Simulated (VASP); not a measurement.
Consider the following.

```xyz
6
Lattice="2.3466 -3.6738 0.0000 2.3466 3.6738 0.0000 0.0000 0.0000 6.1493" Properties=species:S:1:pos:R:3 pbc="T T T"
Ag     2.3466     1.2356     5.4317
Ag     2.3466    -1.2356     0.7176
Ag     2.3466     2.4382     2.3571
Ag     2.3466    -2.4382     3.7922
S      2.3466     3.6738     0.0000
S      2.3466     0.0000     3.0746
```

The numbers are results of PBEsol GGA, VASP's PBE PAW potentials (set 64) (plane waves; VASP), not measurements. Numerical set-up: 400 eV cut-off, 13×13×8 Γ-centred mesh, Gaussian smearing of 0.010 eV, potentials Ag S.

Estimate the energy per atom (σ→0), band gap (on the k-mesh) with the smallest direct gap where there is one.

- band gap (on the k-mesh): none (metal, semimetal or under 0.01 eV)
- energy per atom (σ→0): -3.646 eV/atom

Total energies compare only between runs with the same potentials, cut-off and functional.

The structure comes from a computed database's Ag2S entry (Cmce); how it stands against other phases isn't given here. It was relaxed first, which changed the volume by -10 %.
